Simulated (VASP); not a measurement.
An input for Ansatz (written as the equivalent of a VASP run, and not itself run):

Ansatz 0.2 input:
```yaml
crystal:
  lattice:
    - [1.7391000, -3.0122100, 0.0000000]
    - [1.7391000, 3.0122100, 0.0000000]
    - [0.0000000, 0.0000000, 5.8140000]
  atoms:
    - { symbol: Ti, position: [0.0000000, 0.0000000, 0.0000000] }
    - { symbol: S, position: [0.3333330, 0.6666670, 0.2500000] }
    - { symbol: S, position: [0.6666670, 0.3333330, 0.7500000] }
kpoints:
  mp_grid: { grid: [1, 1, 1] }
hamiltonian:
  xc: pbe
  pseudopotentials: { kind: paw }
scf:
  occupations: { method: gaussian, width: 0.05 }
  max_iter: 100
output: { forces: true, stress: true, eigenvalues: true }
```

### Question
Write the VASP files for the same calculation (PBE).

### Answer
This is not unique; one that fits is 
### KPOINTS
```
Automatic
0
Gamma
1 1 1
0 0 0
```

INCAR:
```
PREC=Accurate
EDIFF=1E-6   ! SCF stop (eV)
LREAL=.False.   ! projection in real space or not
GGA=PE   ! PBE
SYSTEM=TiS2
ISMEAR=0   ! Gaussian
NELM=100   ! most electronic steps
LMAXMIX=4   ! l cut-off of mixed one-centre charges
ALGO=Normal
LASPH=.True.
SIGMA=0.05   ! width (eV)
LCHARG=.False.
ENCUT=400   ! plane-wave cut-off (eV)
LWAVE=.False.
ISIF=2
```

File POSCAR:
```
TiS2
1
    1.7391000000    -3.0122100000     0.0000000000
    1.7391000000     3.0122100000     0.0000000000
    0.0000000000     0.0000000000     5.8140000000
Ti S
1 2
Direct
  0.0000000000   0.0000000000   0.0000000000
  0.3333330000   0.6666670000   0.2500000000
  0.6666670000   0.3333330000   0.7500000000
```

POTCAR, in this order: Ti_sv S (PBE.64 set). Program: vasp_std.

The two are equivalent in intent, not identical: each code has its own PAW files, so the cut-off isn't converted (ENCUT is set for VASP's; basis.ecutwfc is left out, and Ansatz then takes the one that its files recommend); Ansatz stops its SCF on the density residual and VASP on the energy change (EDIFF).

The compound is TiS2 in the 1T layered structure. The cell was not relaxed at this level. The k-mesh is coarse (spacing up to 2.09 per Å, 2π included), so the numbers may not be converged in it.
